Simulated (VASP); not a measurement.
All values below come from PBE GGA with D3 dispersion (zero damping), VASP's PBE PAW potentials (set 64) (plane waves; VASP).

A VASP calculation is set up with these files.

File KPOINTS:
```
Automatic mesh
0
Gamma
7 7 11
0 0 0
```

**POSCAR**
```
MnO2
1
    4.3262415564     0.0000000000     0.0000000000
    0.0000000000     4.3262415564     0.0000000000
    0.0000000000     0.0000000000     2.8109266763
Mn O
2 4
Direct
  0.0000000000   0.0000000000   1.0000000000
  0.5000000000   0.5000000000   0.5000000000
  0.3042097802   0.3042097802   0.0000000000
  0.8042097802   0.1957902198   0.5000000000
  0.1957902198   0.8042097802   0.5000000000
  0.6957902198   0.6957902198   1.0000000000
```

**INCAR**
```
! general
SYSTEM   =  MnO2
PREC     =  Accurate
ENCUT    =  520
LREAL    =  .False.
LASPH    =  .True.

! electronic loop
EDIFF    =  1E-7
NELM     =  100
ALGO     =  Normal
LMAXMIX  =  4

! smearing
ISMEAR   =  1
SIGMA    =  0.1

! functional
GGA      =  PE
IVDW     =  11

! spin
ISPIN    =  2
MAGMOM   =  2.5 -2.5 -0.0 2*0.0 -0.0

! ions
IBRION   =  2
NSW      =  30
ISIF     =  4
EDIFFG   =  -0.01

! output
LWAVE    =  .False.
LCHARG   =  .False.
LORBIT   =  10
```

POTCAR, in this order: Mn_pv O (PBE.64 set). Program: vasp_std.

What will the output report for the number of irreducible k-points (NKPTS), largest plane-wave count, number of space-group operations, FFT grid (NGX, NGY, NGZ)?

```json
{
  "number of irreducible k-points (NKPTS)": "60",
  "largest_plane_wave_count": "1436",
  "number_of_space_group_operations": "16",
  "FFT grid (NGX, NGY, NGZ)": "32 × 32 × 24"
}
```

The compound is MnO2 in the rutile structure. This cell is one point of a volume scan, at 0.94 of the reference volume. Symmetry was kept, so distortions that lower it aren't found.
